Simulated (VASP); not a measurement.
Here is the system:

```
CrI3
1.0
    3.40332     1.96491     6.57581
   -3.40332     1.96491     6.57581
    0.00000    -3.92982     6.57581
Cr I
2 6
Cartesian
  0.00000   0.00000   6.59076
  0.00000   0.00000  13.13667
 -2.21181  -0.12216   8.11487
  1.21170  -1.85441   8.11487
  1.00011   1.97657   8.11487
  2.21181   0.12216  11.61256
 -1.21170   1.85441  11.61256
 -1.00011  -1.97657  11.61256
```
Starting moments (μB, in the order of the record's atoms Cr Cr I I I I I I): 3.0 3.0 -0.1 -0.1 -0.1 -0.1 -0.1 -0.1.

These are PBEsol GGA, VASP's PBE PAW potentials (set 64) (plane waves; VASP 6.6.1) values and carry that method's errors. Settings: 400 eV cut-off, 5×5×5 Γ-centred mesh, tetrahedra with Blöchl corrections, potentials Cr_pv I.

The cores are frozen, which limits the accuracy of field gradients.

### Question
Give the principal components of the electric field gradient (V/Å²) and the asymmetry η at each nucleus.

### Answer

| atom | Vxx | Vyy | Vzz | η |
|---|---|---|---|---|
| Cr1 | -1.1 | -1.1 | 2.2 | 0.00 |
| Cr2 | -1.1 | -1.1 | 2.2 | 0.00 |
| I3 | 245.1 | 135.7 | -380.8 | 0.29 |
| I4 | 245.1 | 135.7 | -380.8 | 0.29 |
| I5 | 245.1 | 135.7 | -380.8 | 0.29 |
| I6 | 245.1 | 135.7 | -380.8 | 0.29 |
| I7 | 245.1 | 135.7 | -380.8 | 0.29 |
| I8 | 245.1 | 135.7 | -380.8 | 0.29 |

The structure was generated: CrI3 was put into the BiI3 type (R-3), which need not be its known phase. It was relaxed first, which changed the volume by +17 %.
